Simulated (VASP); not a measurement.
Crystal: MgPd.

```
Mg Pd
1.0
     3.18606    0.00000    0.00000
     0.00000    3.18606    0.00000
     0.00000    0.00000    3.18606
Mg Pd
1 1
Direct
  0.00000 0.00000 0.00000
  0.50000 0.50000 0.50000
```

```yaml
Program: VASP 6.6.1
Task: relaxation of cell and atoms
Functional: PBEsol
Potentials_or_basis: VASP PAW PBE potentials, release 64 (Mg, Pd)
Cutoff: 600 eV
k_mesh: 14 × 14 × 14
Occupations: gaussian, width 0.1 eV
Spin: no spin polarisation
```

At the start: pressure -4.1 GPa; volume 16.17 Å³/atom.

Q: How do energy, volume and symmetry change on relaxing?

A: Over 3 steps the energy falls by 8.9 meV/atom and the volume is 15.50 Å³/atom (-4.2 %); space group Pm-3m (No. 221, to 0.05 Å).

The path:
| step | energy change (eV) | largest force (eV/Å) | pressure (GPa) | volume (Å³) |
| --- | --- | --- | --- | --- |
| 1 | 0.0000 | 0.0000 | -4.08 | 32.34 |
| 2 | -0.0146 | 0.0000 | 1.98 | 30.45 |
| 3 | -0.0179 | 0.0000 | 0.01 | 31.00 |

Final structure:
```
Mg Pd
1.0
     3.14126    0.00000    0.00000
     0.00000    3.14126    0.00000
     0.00000    0.00000    3.14126
Mg Pd
1 1
Direct
  0.00000 0.00000 0.00000
  0.50000 0.50000 0.50000
```

Caveat: the PAW data sets were made with another functional, which shifts forces and pressure a little.
